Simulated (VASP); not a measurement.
Energy against volume of W (bcc). Level of theory: AM05 GGA, VASP's PBE PAW potentials (set 64) (plane waves; VASP 6.6.1).

| V (Å³/atom) | E (eV/atom) |
|---|---|
| 14.711 | -13.52757 |
| 15.180 | -13.57479 |
| 15.650 | -13.58822 |
| 16.119 | -13.57280 |
| 16.589 | -13.53336 |

### Question
Fit a third-order Birch-Murnaghan equation of state.

### Answer

```
Item                                            Result
---------------------------------------  -------------
volume per atom                          15.62 Å³/atom
bulk modulus                                 3280 kbar
pressure derivative of the bulk modulus           4.63
lattice constant a                             3.150 Å
```

Measured: bulk modulus 312 GPa at 0 K (computed value off by +5.0 %), as given by Vázquez-Parga, Fernández-Martínez, Viñes, J. Chem. Theory Comput. (2023), doi:10.1021/acs.jctc.3c00612, Supporting … [zero-point energy and finite temperature contributions removed]; a 3.160 Å at 0 K (computed value off by -0.3 %), as given by Daniel Mejia-Rodriguez et al., Physical Review B (2018), arXiv:1807.09216 [static lattice: zero-point anharmonic expansion removed].

The compound is W in the bcc structure. It was relaxed first.
